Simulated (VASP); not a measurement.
Runs of VASP 6.6.1 on TiCo. It takes space group Pm-3m (No. 221, cubic). Conventional cell: a = 2.986 Å, b = 2.986 Å, c = 2.986 Å, α = 90.00°, β = 90.00°, γ = 90.00°. Ti (site symmetry m-3m) has 8 Co at 2.59 Å as nearest neighbours. Around Co (site symmetry m-3m) lie 8 Ti at 2.59 Å. The cell comes from a database or a generator and needn't be the stable form of this composition.

```csv
task,level,potentials or basis,spin,cell,cutoff (eV),gap on the mesh (eV),pressure (GPa),moment (μB),relaxed volume (Å³/atom)
relaxation of cell and atoms,RPBE,"VASP PAW PBE potentials, release 64 (Ti_sv, Co)","collinear, ferromagnetic start",relaxed,600,none,0.0,0.90,13.65
single point,PBEsol,"VASP PAW PBE potentials, release 64 (Ti_sv, Co)","collinear, ferromagnetic start",as given,520,none,-8.2,0.77,-
relaxation of cell and atoms,PBEsol,"VASP PAW PBE potentials, release 64 (Ti, Co)","collinear, ferromagnetic start",relaxed,580,none,0.0,0.58,12.61
relaxation of cell and atoms,PBEsol,"VASP PAW PBE potentials, release 64 (Ti_sv, Co)","collinear, ferromagnetic start",relaxed,600,none,-0.1,(c),(a)
relaxation of cell and atoms,PBEsol,"VASP PAW PBE potentials, release 64 (Ti_sv, Co)",off,relaxed,600,none,0.0,-,(b)
```

Alike in all rows: k mesh 14 × 14 × 14; smearing gaussian 0.1 eV.

Task: Fill in the values left out.

Result: (a) 12.64; (b) 12.57; (c) 0.57.

Caveats: the PAW data sets were made with another functional, which shifts forces and pressure a little.

A gap of «none» marks a metal or a gap under the smearing width.

The runs don't all hold the same shells in valence.

Runs at the PBE level aren't shown here.
